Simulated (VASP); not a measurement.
Shape and ions are relaxed at each volume.

Energy against volume of GaN (wurtzite). The numbers are results of vdW-DF-cx, VASP's PBE PAW potentials (set 64) (plane waves; VASP 6.6.1), not measurements.

| V (Å³/atom) | E (eV/atom) |
|---|---|
| 10.739 | -3.88666 |
| 11.082 | -3.90713 |
| 11.425 | -3.91353 |
| 11.768 | -3.90798 |
| 12.110 | -3.89227 |

Task: Fit a third-order Birch-Murnaghan equation of state.

Result: 
```yaml
volume_per_atom: 11.43 Å³/atom
bulk_modulus: 186 GPa
pressure_derivative_of_the_bulk_modulus: 4.44
```

The compound is GaN in the wurtzite structure. It was relaxed first.
